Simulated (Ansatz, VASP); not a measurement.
# Cross-check of As2PtS2 between VASP and Ansatz

Aim: how closely do two programs agree when they are given the same cell, functional and k mesh? The structure shown is the start of the Ansatz relaxation below; VASP solves that cell, so the two are compared at the walk's first step.

Program: Ansatz 0.2.0. Level of theory: plane waves, with VASP 6.6.1 beside it; single point at PBE with D3(BJ). Results are calculated unless marked as measured.

### Step 1. The structure

The cell holds 5 atoms: 1 Pt, 2 S and 2 As. Its edges and angles: a = 3.590 Å, b = 3.590 Å, c = 41.300 Å, α = 90.0°, β = 90.0°, γ = 120.0°. Vacuum lies along c.

### Step 2. Ansatz: relaxation, PBE with D3(BJ)

Ansatz runs on its PAW soft_1 files.

The two programs are compared at the cell with which this relaxation starts, whose forces are those of its first step.

Contents of input.yaml:

```yaml
crystal:
  lattice:
    - [3.59, 0.0, 0.0]
    - [-1.795, 3.1090311996, 0.0]
    - [0.0, 0.0, 41.3]
  atoms:
    - { symbol: Pt, position: [0.0, 0.0, 0.4449152542] }
    - { symbol: S, position: [0.3333333333, 0.6666666667, 0.4749394673] }
    - { symbol: S, position: [0.6666666667, 0.3333333333, 0.4148910411] }
    - { symbol: As, position: [0.0, 0.0, 0.5851089589] }
    - { symbol: As, position: [0.6666666667, 0.3333333333, 0.5512106537] }
  periodic: [true, true, false]
kpoints:
  mp_grid: { grid: [6, 6, 1] }
hamiltonian:
  xc: pbe
  dispersion: d3bj
  pseudopotentials: { kind: paw, azcp: { folder: soft_1 } }
scf:
  occupations: { method: fermi_dirac, width: 0.02 }
relax:
  f_tol: 0.01
  max_steps: 100
  cell: {}
output:
  write_density: true
  write_potential: true
  elf: true
  volumetric_format: npy
```

Command:

```sh
$ ansatz run input.yaml --threads 4 --pin off --max-ram 17510MiB --backend cpu --events-out ev --progress --plain --runs-dir out
```

Numbers of over 12 decimals in the logs are rounded to 6 here.

Log:

```text
Engine: ansatz 0.2.0, aarch64-unknown-linux-gnu
Pseudopotentials: kind: paw
Pseudopotential: Pt, paw, valence charge 18, recommended cutoff 420 eV (normal), soft_1/Pt.paw.azcp
Pseudopotential: S, paw, valence charge 6, recommended cutoff 420 eV (normal), soft_1/S.paw.azcp
Pseudopotential: As, paw, valence charge 15, recommended cutoff 420 eV (normal), soft_1/As.paw.azcp
Functional definition: PBE
  parameter kappa = 0.804
  parameter beta = 0.066725
  exchange = pbe_x(kappa = kappa, mu = beta*pi^2/3)
  correlation = pbe_c(beta = beta)
Crystal: 5 atoms, lattice volume = 460.967 Å³
Basis set: ecut = 420 eV, 8845 PW (Γ), exchange–correlation on 48×48×576 points (8 copies of the dense FFT grid, shifted against one another)
Bands: 36, of which v1, the nominal top of the filled ones, is band 30 counted from 1 (29 counted from 0)
Symmetry: 6 space group operations
Space group: P3m1 (ITA 156), of the structure as read, at distance tolerance 7.7e-5 Å
k-points: 7 of 36 (time reversal used)
Non-local potential: Pt, projectors of the file, l = 0: 3, l = 1: 2, l = 2: 2, l = 3: 1
Non-local potential: S, projectors of the file, l = 0: 2, l = 1: 2, l = 2: 1
Non-local potential: As, projectors of the file, l = 0: 2, l = 1: 2, l = 2: 3, l = 3: 1
PAW form: soft (Blöchl's): semilocal exchange-correlation on the pseudo side does not see the compensation charge
PAW one-centre angular grid: Pt, 590 points (default); XC on 64 Gauss nodes
PAW one-centre angular grid: S, 110 points (default); XC on 64 Gauss nodes
PAW one-centre angular grid: As, 590 points (default); XC on 64 Gauss nodes
Initial wavefunctions: pseudopotential atomic-orbital guess
Functional: x = pbe(κ = 0.804, μ = 0.219515), c = pbe(β = 0.066725)
SCF iter   1: F=—  HF=-24045.052850 eV  |F-HF|=—  |Δ(HF+E_count)|=         —  Δρ=3.69e-2  dr2=7.80e0  ethr=3.10e-3  ⟨swp⟩=15.9  Hψ=1727  notcnv=0
preconditioner: auto → Resta (q_TF=auto, 1.942 Å⁻¹)  ε∞=2.3  [insulator: Δε(μ)=1.218 eV  Ē_g=8.456 eV  σ=0.020 eV  W_gap=1.00  n_scr=24 (ndim 8)  ℏωp=9.8 eV  f_vac=0.737  D(μ)=0.00/eV (n_scr^D=0)  ε∞_Penn≈2.3  vacuum switching on, ρ_ref=5.2e-3 e/Å³]
SCF iter   2: F=—  HF=-24044.554152 eV  |F-HF|=—  |Δ(HF+E_count)|=   4.99e-1  Δρ=2.31e-2  dr2=5.57e0  ethr=3.10e-3  ⟨swp⟩=4.6  Hψ=747  notcnv=0  defer=10
preconditioner: auto → LDOS  [insulator: Δε(μ)=0.215 eV  Ē_g=8.900 eV  σ=0.020 eV  W_gap=0.99  n_scr=24 (ndim 8)  ℏωp=9.8 eV  f_vac=0.738  D(μ)=0.10/eV (n_scr^D=2)  ε∞_Penn≈2.2  β→1.0]
SCF iter   3: F=—  HF=-24043.684403 eV  |F-HF|=—  |Δ(HF+E_count)|=   8.70e-1  Δρ=4.95e-3  dr2=5.61e-2  ethr=3.10e-3  ⟨swp⟩=4.0  Hψ=554  notcnv=0  defer=6
SCF iter   4: F=—  HF=-24043.717264 eV  |F-HF|=—  |Δ(HF+E_count)|=   3.29e-2  Δρ=2.93e-3  dr2=4.06e-1  ethr=9.34e-5  ⟨swp⟩=5.3  Hψ=760  notcnv=0  defer=10
SCF iter   5: F=—  HF=-24043.682707 eV  |F-HF|=—  |Δ(HF+E_count)|=   3.46e-2  Δρ=9.06e-4  dr2=2.04e-2  ethr=9.34e-5  ⟨swp⟩=4.6  Hψ=454  notcnv=0  defer=10
SCF iter   6: F=—  HF=-24043.679695 eV  |F-HF|=—  |Δ(HF+E_count)|=   3.01e-3  Δρ=3.88e-4  dr2=4.87e-3  ethr=3.40e-5  ⟨swp⟩=4.0  Hψ=482  notcnv=0  defer=8
SCF iter   7: F=—  HF=-24043.679220 eV  |F-HF|=—  |Δ(HF+E_count)|=   4.76e-4  Δρ=1.84e-4  dr2=1.05e-3  ethr=8.12e-6  ⟨swp⟩=2.6  Hψ=364  notcnv=0  defer=8
SCF iter   8: F=—  HF=-24043.679166 eV  |F-HF|=—  |Δ(HF+E_count)|=   5.31e-5  Δρ=6.23e-5  dr2=6.63e-5  ethr=1.74e-6  ⟨swp⟩=2.4  Hψ=331  notcnv=0  defer=8
SCF iter   9: F=—  HF=-24043.679232 eV  |F-HF|=—  |Δ(HF+E_count)|=   6.52e-5  Δρ=2.51e-5  dr2=5.17e-6  ethr=1.11e-7  ⟨swp⟩=3.0  Hψ=389  notcnv=0  defer=8
SCF iter  10: F=—  HF=-24043.679233 eV  |F-HF|=—  |Δ(HF+E_count)|=   1.39e-6  Δρ=7.96e-6  dr2=8.64e-7  ethr=8.61e-9  ⟨swp⟩=3.3  Hψ=508  notcnv=0  defer=8
SCF iter  11: F=—  HF=-24043.679233 eV  |F-HF|=—  |Δ(HF+E_count)|=   1.61e-7  Δρ=3.98e-6  dr2=1.10e-7  ethr=1.44e-9  ⟨swp⟩=2.9  Hψ=437  notcnv=0  defer=8
SCF iter  12: F=-24043.679233 eV  HF=-24043.679233 eV  |F-HF|=3.14e-9  |Δ(HF+E_count)|=   1.69e-8  Δρ=9.96e-7  dr2=7.79e-9  ethr=1.67e-10  ⟨swp⟩=14.9  Hψ=2335  notcnv=0
SCF 1 converged in 12 iterations: F = -24043.679233 eV  dr2 = 7.79e-9
  greatest PAW one-centre occupation: 1.000 electrons in one spin orbital (limit 2), on the Pt atom at site 0 (counted from 0), in its partial waves of l = 0
relax step   1: F+E_penalty+E_count = -24043.67923293 eV  Δ(F+E_penalty+E_count) = +0.000e0 eV  max|allowed force component| = 2.792e-1 eV/Å  Δτ_max = 0.0000 Å  P = -2.416 N/m  Ω = 460.967 Å³  fix = [c, alpha, beta]  reactions: c +0.000 N/m  (12 SCF iters, dr2 threshold 1.00e-7 eV, accepted)
[...]
relax step   9: F+E_penalty+E_count = -24043.80137445 eV  Δ(F+E_penalty+E_count) = -2.241e-4 eV  max|allowed force component| = 1.871e-3 eV/Å  Δτ_max = 0.0028 Å  P = -0.005 N/m  Ω = 463.767 Å³  energy of the carried Pulay correction = -1.368e-4 eV  fix = [c, alpha, beta]  reactions: c -0.000 N/m  (7 SCF iters, dr2 threshold 6.54e-8 eV, accepted)
[...]
relax step  10: F+E_penalty+E_count = -24043.80152667 eV  Δ(F+E_penalty+E_count) = -1.522e-4 eV  max|allowed force component| = 1.762e-3 eV/Å  Δτ_max = 0.0000 Å  P = -0.002 N/m  Ω = 463.767 Å³  fix = [c, alpha, beta]  reactions: c -0.000 N/m  stress off target by 2.21e-3 N/m on what of the cell is left free  SCF on the basis re-selected at this cell (its energy is not comparable with the rows above)  (8 SCF iters)
basis re-selected at this cell: Δ(F+E_penalty+E_count) = -1.522e-4 eV, ΔP = +0.002 N/m vs the last step (what re-selecting the basis moved, of the pressure what is left beyond the Pulay correction that the steps carried, after the strain that the cell walked since its last selection, with what the two solves' SCF thresholds leave and, on support functions, any second-order correction that the steps lacked; it is no measure of the basis error at this ecutwfc). The dense FFT grid was sized anew with the basis: this SCF ran on 25×25×288 points, the steps before it on 24×24×288, so part of this shift can come from that change (see relax.cell in the input reference). [rest of the remark cut]
SCF converged after 8 iterations
Free energy (F): -24043.801527 eV
Harris-Foulkes:  -24043.801527 eV  (|F-HF|=8.00e-11)
Internal energy: -24043.801527 eV  (E = F + TS)
E sigma→0 (E₀):  -24043.801527 eV
Entropy (-TS):   -0.000000 eV (-0.000 meV/atom)
Fermi energy:    -4.655310 eV
--- Per-component energies (eV) ---
  E_band       = -1726.637736
  E_kinetic    = 999.340819
  E_local      = -232722.195302  (includes V_loc(G=0)·N_el)
  E_nonlocal   = -513.848116
  E_hartree    = 115827.029085
  E_xc         = -549.961544
  E_vxc        = -582.967212  (∫ρ·V_xc dr)
  E_paw        = -14727.217538  (= ΣΔE_a)
  E_vpaw       = -561.026868  (= ΣTr[D̂ρ^β])
  E_aug_tail   = 0.001120  (compensation charges beyond the density's cutoff)
  E_ewald      = 107644.757078
  E_disp       = -1.707127  (pairwise vdW)
  E_smearing   = -0.000000  (= −TS)
  E_closure    = -0.000000  (closes the sum)
  Σ components = -24043.801527   (vs F -24043.801527, Δ=0.00e0)
--- Forces (eV/Å), atoms counted from 1 ---
  atom   1  Pt     0.00000000    -0.00000000    -0.00048298
  atom   2  S      0.00000000    -0.00000000     0.00176199
  atom   3  S     -0.00000000     0.00000000    -0.00086592
  atom   4  As    -0.00000000    -0.00000000     0.00014311
  atom   5  As     0.00000000     0.00000000    -0.00055726
  max |Σ_I F_I| component: 1.06e-6 eV/Å
--- 2D stress c σ (N/m, compression-positive) ---
       -0.002212      -0.000000      -0.000000
       -0.000000      -0.002212       0.000000
       -0.000000       0.000000      -0.000000
  P = ½ c Tr σ = -0.0022 N/m
--- Band table (eV; the first three rows and the last of 7) ---
  k-point 0: bands = [... 26 lower, -6.6893, -5.7729, -5.7729, -4.9106, -3.2980, -3.2980, -3.2020, -2.0447, ... 2 higher]
  k-point 1: bands = [... 26 lower, -6.7560, -6.3608, -6.2813, -5.2414, -3.8460, -3.5475, -2.9492, -1.4594, ... 2 higher]
  k-point 2: bands = [... 26 lower, -7.5229, -6.9796, -6.9366, -5.9175, -4.3600, -3.5964, -2.9440, -1.6360, ... 2 higher]
  k-point 6: bands = [... 26 lower, -7.9131, -7.3057, -7.0875, -6.7994, -4.3357, -3.8074, -2.5450, -1.1839, ... 2 higher]
  the weakly bound empty levels are not read free of the cell's end (no_gap_told)
--- Relaxed structure (9 steps of the walk, 7 accepted, 1 SCFs on fresh bases) ---
  F+E_penalty+E_count = -24043.80152667 eV   max|allowed force component| = 1.762e-3 eV/Å   (the final SCF, on the basis selected at the relaxed cell)
  cell:  # Å, volume = 463.7673 Å³
    - [3.600889, 0, 0]
    - [-1.800444, 3.118461, 0]
    - [0, 0, 41.3]
  atoms:
    - { symbol: Pt, position: [-2.3684757860264052e-17, -1.480297366145334e-17, 0.455255] }
    - { symbol: S, position: [0.333333, 0.666667, 0.484258] }
    - { symbol: S, position: [0.666667, 0.333333, 0.425521] }
    - { symbol: As, position: [-2.3684757860264052e-17, -1.480297366145334e-17, 0.569491] }
    - { symbol: As, position: [0.666667, 0.333333, 0.536540] }
```

Reading the cycles: dr2 is the Hartree energy of the density residual (eV), the measure of convergence; HF is the Harris–Foulkes estimate of the energy, which meets the free energy F at convergence.

### Step 3. VASP: single point, PBE with D3(BJ), start cell

The same cell, functional, mesh and smearing now go to VASP, with its own data sets.

Lines of VASP's logs that name or quote its potential files are left out, and so is its time.

Contents of INCAR:

```
SYSTEM = As2PtS2
PREC = Accurate
ENCUT = 400
EDIFF = 1E-06
NELM = 120
ISMEAR = -1
SIGMA = 0.02
LREAL = .FALSE.
ALGO = Normal
GGA = PE
IVDW = 12
NBANDS = 22
LASPH = .TRUE.
LORBIT = 11
LWAVE = .FALSE.
LCHARG = .FALSE.
ISIF = 2
LDIPOL = .TRUE.
IDIPOL = 3
DIPOL = 0.5 0.5 0.494
LVHAR = .TRUE.
GGA_COMPAT = .FALSE.
EFERMI = MIDGAP
NELMDL = -8
KPAR = 2
```

Contents of POSCAR:

```
As2PtS2
1.0
    3.5900000000      0.0000000000      0.0000000000
   -1.7950000000      3.1090310000      0.0000000000
    0.0000000000      0.0000000000     41.3000000000
Pt S As
1 2 2
Direct
    0.0000000000      0.0000000000      0.4449152542
    0.3333332797      0.6666665595      0.4749394673
    0.6666667203      0.3333334405      0.4148910412
    0.0000000000      0.0000000000      0.5851089588
    0.6666667203      0.3333334405      0.5512106538
```

Contents of KPOINTS:

```
Automatic mesh
0
Gamma
6 6 1
0 0 0
```

The projector-augmented-wave data sets are Pt, S and As (PBE family, release 64).

Command:

```sh
$ mpirun -np 2 vasp_std
```

Log:

```text
[banner, memory and clock lines left out]
running    2 mpi-ranks, on    1 nodes
 distrk:  each k-point on    1 cores,    2 groups
 distr:  one band on    1 cores,    1 groups

 POSCAR found type information on POSCAR PtS As
 POSCAR found :  3 types and       5 ions
 LDA part: xc-table for (Slater+PW92), standard interpolation
 POSCAR, INCAR and KPOINTS ok, starting setup
 FFT: planning ... GRIDC
 FFT: planning ... GRID_SOFT
 FFT: planning ... GRID
 WAVECAR not read
 entering main loop
       N       E                     dE             d eps       ncg     rms          rms(c)
DAV:   1     0.231199248364E+03    0.23120E+03   -0.86529E+03   316   0.835E+02
DAV:   2     0.607622090529E+01   -0.22512E+03   -0.21606E+03   482   0.174E+02
DAV:   3    -0.252506581442E+02   -0.31327E+02   -0.30538E+02   388   0.768E+01
DAV:   4    -0.261516044068E+02   -0.90095E+00   -0.89254E+00   418   0.155E+01
DAV:   5    -0.261766155560E+02   -0.25011E-01   -0.24998E-01   378   0.249E+00
DAV:   6    -0.261776672673E+02   -0.10517E-02   -0.10517E-02   464   0.506E-01
DAV:   7    -0.261776888252E+02   -0.21558E-04   -0.21558E-04   394   0.710E-02
DAV:   8    -0.261776902117E+02   -0.13866E-05   -0.13863E-05   376   0.149E-02    0.168E+01
DAV:   9    -0.250530634563E+02    0.11246E+01   -0.75502E+00   344   0.229E+01    0.117E+01
DAV:  10    -0.248085263055E+02    0.24454E+00   -0.18925E+00   350   0.129E+01    0.434E+00
DAV:  11    -0.247555874987E+02    0.52939E-01   -0.16035E-01   380   0.344E+00    0.122E+00
DAV:  12    -0.247453537974E+02    0.10234E-01   -0.47278E-02   368   0.183E+00    0.257E-01
DAV:  13    -0.247456840232E+02   -0.33023E-03   -0.59964E-03   374   0.497E-01    0.159E-01
DAV:  14    -0.247458048671E+02   -0.12084E-03   -0.52396E-04   382   0.138E-01    0.139E-01
[...]
DAV:  23    -0.247461102930E+02   -0.17990E-04   -0.19085E-06   298   0.449E-03    0.676E-03
DAV:  24    -0.247461160956E+02   -0.58027E-05   -0.27107E-07   258   0.251E-03    0.288E-03
DAV:  25    -0.247461244248E+02   -0.83292E-05   -0.43786E-07   272   0.290E-03    0.373E-03
DAV:  26    -0.247461272651E+02   -0.28403E-05   -0.15207E-07   238   0.202E-03    0.662E-04
DAV:  27    -0.247461298887E+02   -0.26236E-05   -0.69645E-08   232   0.105E-03    0.618E-04
DAV:  28    -0.247461313137E+02   -0.14250E-05   -0.32436E-08   226   0.773E-04    0.584E-04
DAV:  29    -0.247461324168E+02   -0.11031E-05   -0.21146E-08   220   0.386E-04    0.333E-04
DAV:  30    -0.247461330705E+02   -0.65368E-06   -0.20470E-08   232   0.465E-04
   1 F= -.26240488E+02 E0= -.26240488E+02  d E =-.190662E-12
```

Parts of OUTCAR (step 3):

```text
ion  position               nearest neighbor table
   1  0.000  0.000  0.445-   3 2.42   2 2.42   3 2.42   3 2.42   2 2.42   2 2.42
   2  0.333  0.667  0.475-   1 2.42   1 2.42   1 2.42
   3  0.667  0.333  0.415-   1 2.42   1 2.42   1 2.42
   4  0.000  0.000  0.585-   5 2.50   5 2.50   5 2.50
   5  0.667  0.333  0.551-   4 2.50   4 2.50   4 2.50

  LATTYP: Found a hexagonal cell.
 ALAT       =     3.5900000000
 C/A-ratio  =    11.5041782730

 Subroutine GETGRP returns: Found  6 space group operations
 (whereof  6 operations were pure point group operations)

The static configuration has the point symmetry C_3v.

 Found      7 irreducible k-points:

   k-points           NKPTS =      7   k-points in BZ     NKDIM =      7   number of bands    NBANDS=     22

   dimension x,y,z NGX =    24 NGY =   24 NGZ =  270
   dimension x,y,z NGXF=    48 NGYF=   48 NGZF=  540

   ENCUT  =  400.0 eV  29.40 Ry    5.42 a.u.   5.85  5.85 67.35*2*pi/ulx,y,z

   NELECT =      32.0000    total number of electrons

 k-points in reciprocal lattice and weights: Automatic mesh
   0.00000000  0.00000000  0.00000000       0.028
   0.16666667  0.00000000  0.00000000       0.167
   0.33333333  0.00000000  0.00000000       0.167
   0.50000000  0.00000000  0.00000000       0.083
   0.16666667  0.16666667  0.00000000       0.167
   0.33333333  0.16666667  0.00000000       0.333
   0.33333333  0.33333333  0.00000000       0.056

 dipolmoment           0.000000      0.000000     -0.015827 electrons x Angstroem

 average (electrostatic) potential at core
       1 -77.9954       2 -95.0837       3 -95.0315       4 -57.3319       5 -57.3562

 E-fermi :  -2.5113

 k-point     1 :       0.0000    0.0000    0.0000
  band No.  band energies     occupation
    ...
     12      -4.1565      2.00000
     13      -4.1565      2.00000
     14      -3.2232      2.00000
     15      -3.0710      2.00000
     16      -3.0710      2.00000
     17      -0.9656      0.00000
     18      -0.7770      0.00000
     19      -0.7770      0.00000
     20       0.4249      0.00000
     21       0.4249      0.00000
    ...

 k-point     2 :       0.1667    0.0000    0.0000
  band No.  band energies     occupation
    ...
     12      -4.3695      2.00000
     13      -4.0991      2.00000
     14      -3.9723      2.00000
     15      -3.7419      2.00000
     16      -3.1282      2.00000
     17      -1.8324      0.00000
     18      -1.0921      0.00000
     19      -0.7558      0.00000
     20       1.0460      0.00000
     21       1.1334      0.00000
    ...

 k-point     3 :       0.3333    0.0000    0.0000
  band No.  band energies     occupation
    ...
     12      -5.0554      2.00000
     13      -4.7330      2.00000
     14      -4.6155      2.00000
     15      -4.4362      2.00000
     16      -3.7640      2.00000
     17      -1.9515      0.00000
     18      -1.1839      0.00000
     19      -1.1351      0.00000
     20       0.6946      0.00000
     21       1.4304      0.00000
    ...

 Edisp (eV)   -1.49435

  Total      -1.78293    -1.78293    -1.50993     0.00000    -0.00000    -0.00000
  in kB      -6.19691    -6.19691    -5.24806     0.00000    -0.00000    -0.00000
  external pressure =       -5.88 kB  Pullay stress =        0.00 kB

  energy-cutoff  :      400.00
  volume of cell :      460.97
      direct lattice vectors                 reciprocal lattice vectors
     3.590000000  0.000000000  0.000000000     0.278551532  0.160821812  0.000000000
    -1.795000000  3.109031000  0.000000000     0.000000000  0.321643625  0.000000000
     0.000000000  0.000000000 41.300000000     0.000000000  0.000000000  0.024213075

 POSITION                                       TOTAL-FORCE (eV/Angst)
 -----------------------------------------------------------------------------------
      0.00000      0.00000     18.37500        -0.000000      0.000000      0.134533
     -0.00000      2.07269     19.61500        -0.000000      0.000000     -0.313636
      1.79500      1.03634     17.13500         0.000000     -0.000000      0.305706
      0.00000      0.00000     24.16500        -0.000000      0.000000     -0.109834
      1.79500      1.03634     22.76500         0.000000      0.000000     -0.016768
 -----------------------------------------------------------------------------------
    total drift:                               -0.000000     -0.000066      0.000383

  FREE ENERGIE OF THE ION-ELECTRON SYSTEM (eV)
  ---------------------------------------------------
  free  energy   TOTEN  =       -26.2404876892 eV

  energy  without entropy=      -26.2404876892  energy(sigma->0) =      -26.24048769

 vacuum level on the upper side and lower side of the slab         2.236         2.492

 total charge
# of ion       s       p       d       tot
------------------------------------------
    1        0.677   0.738   7.945   9.359
    2        1.362   2.261   0.000   3.623
    3        1.360   2.263   0.000   3.623
    4        1.293   1.379   0.042   2.714
    5        1.298   1.370   0.043   2.711
--------------------------------------------------
tot          5.990   8.010   8.029  22.029

[... 3 further parts left out ...]
```

The gap is read on the k-mesh alone, so it is an upper bound where the band edges lie off the mesh.

### Step 4. Comparison

Known differences besides the potentials themselves: Ansatz cuts the interaction across the vacuum, VASP repeats the sheet with a dipole correction; the data sets hold 60 valence electrons in Ansatz (on its PAW soft_1 files) and 32 in VASP; the cutoff is 420 eV in Ansatz and 400 eV in VASP. Total energies have different zeros and are not compared.

Forces (eV/Å; atoms numbered as in POSCAR):

```csv
atom,"Ansatz x, y, z","VASP x, y, z"
Pt1,"0.000, 0.000, 0.135","0.000, 0.000, 0.135"
S2,"0.000, 0.000, -0.279","0.000, 0.000, -0.314"
S3,"0.000, 0.000, 0.271","0.000, 0.000, 0.306"
As4,"0.000, 0.000, -0.193","0.000, 0.000, -0.110"
As5,"0.000, 0.000, 0.066","0.000, 0.000, -0.017"
```

The forces differ by 33 meV/Å r.m.s., which is 26.9 % of the r.m.s. force of 0.122 eV/Å (both taken over all components). With vacuum in the cell, a pressure given here is an average over mostly empty space and none of the material.

### Step 5. Summary of results

| Quantity | Value |
| --- | --- |
| r.m.s. force difference (single point, PBE with D3(BJ), start cell) | 33 meV/Å |

The r.m.s. force difference is 33 meV/Å (single point, PBE with D3(BJ), start cell), beyond the 12 meV/Å picked in this series as the mark of a large difference. The data sets hold unlike numbers of valence electrons (60 in Ansatz and 32 in VASP), so part of the differences comes from the potentials. What causes the difference of the single point, PBE with D3(BJ), start cell pair stays open here. 1 further run of this series is not shown here. How closely two codes agree says nothing of how well the functional describes the real material.

[Lines on the potential files, build, host, timing and source positions are cut from VASP's logs without a mark.]

[Logs are printed without paths, hosts, clocks, repeated set-up lines and the standing remarks that a program may print on its own settings, such as how far it seeks lower states.]

[Hosts, paths, dates, database ids (printed as entryN), source tags and the programs' standing remarks are cut or masked in the printed files.]
